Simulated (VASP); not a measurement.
A run of VASP 6.6.1:

INCAR

```
  PREC = Accurate
  ENCUT = 520
  EDIFF = 1E-6
  ISMEAR = 0
  SIGMA = 0.1
  LREAL = F
  LASPH = T
  NELM = 100
  ALGO = Fast
  ISIF = 2
  LWAVE = F
  LCHARG = F
  GGA = PE
  NBANDS = 28
```

The input KPOINTS:

```
regular mesh
0
Gamma
  15 15 8
```

Contents of POSCAR:

```
AgPbF2
1.0
    3.3546974511      0.0000000000      0.0000000000
   -1.6773487255      2.9052532147      0.0000000000
    0.0000000000      0.0000000000      7.2919575006
Ag Pb F
1 1 2
Direct
    0.0000000000      0.0000000000      0.0000000000
    0.0000000000      0.0000000000      0.5000000000
    0.3333333333      0.6666666667      0.7761431090
    0.6666666667      0.3333333333      0.2238568910
```

Potentials or basis: VASP PAW PBE potentials, release 64 (Ag, Pb_d, F).

The run is started by

```bash
$ cat potpaw_PBE.64/Ag/POTCAR potpaw_PBE.64/Pb_d/POTCAR potpaw_PBE.64/F/POTCAR > POTCAR
$ mpirun -np 1 vasp_std > vasp.out
```

Hardware: 1 thread of Intel(R) Xeon(R) Platinum 8488C (Sapphire Rapids), with other jobs on the host.

Q: Estimate the wall time of this run.

A: Wall time 7.2 min on 1 thread of Intel(R) Xeon(R) Platinum 8488C (Sapphire Rapids) (shared host), peak memory 0.48 GiB. Counts: scf iterations 15, k points 192.
